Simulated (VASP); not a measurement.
OSZICAR of a VASP run on GaN (zinc blende):

OSZICAR:
```
       N       E                     dE             d eps       ncg     rms          rms(c)
DAV:   1     0.877098542362E+02    0.87710E+02   -0.98925E+03  1565   0.244E+03
DAV:   2    -0.637548734554E+01   -0.94085E+02   -0.89815E+02  1669   0.355E+02
DAV:   3    -0.132433150618E+02   -0.68678E+01   -0.68296E+01  1631   0.879E+01
DAV:   4    -0.133642675192E+02   -0.12095E+00   -0.12089E+00  1775   0.124E+01
DAV:   5    -0.133661203957E+02   -0.18529E-02   -0.18527E-02  1596   0.128E+00    0.756E+00
DAV:   6    -0.114533574604E+02    0.19128E+01   -0.58813E+00  2199   0.465E+01    0.270E+00
DAV:   7    -0.114660632522E+02   -0.12706E-01   -0.33487E-01  1461   0.804E+00    0.178E+00
DAV:   8    -0.114671718126E+02   -0.11086E-02   -0.71856E-02  1652   0.432E+00    0.835E-01
DAV:   9    -0.114616757687E+02    0.54960E-02   -0.20920E-02  2178   0.358E+00    0.211E-01
DAV:  10    -0.114622343794E+02   -0.55861E-03   -0.19794E-03  1612   0.721E-01    0.102E-01
DAV:  11    -0.114621326610E+02    0.10172E-03   -0.38972E-04  2041   0.387E-01    0.105E-02
DAV:  12    -0.114621446374E+02   -0.11976E-04   -0.47407E-05  1616   0.869E-02    0.105E-02
DAV:  13    -0.114621442612E+02    0.37617E-06   -0.26126E-06  1691   0.155E-02    0.280E-03
DAV:  14    -0.114621441840E+02    0.77238E-07   -0.24867E-07  1651   0.457E-03
   1 F= -.11462144E+02 E0= -.11462144E+02  d E =0.000000E+00
```

Q: Which electronic solver shows in the log?

A: It is blocked Davidson (ALGO = Normal, or the opening steps of other solvers). The INCAR had ALGO = Normal.

Q: Can the final energy be trusted as converged?

A: The calculation finished and met its thresholds. It stopped with EDIFF = 1E-7, NELM = 100 (revPBE GGA, plane waves, VASP's PBE PAW potentials (set 64)).

The compound is GaN in the zinc blende structure, a metastable form; wurtzite is the usual one. It was relaxed first.
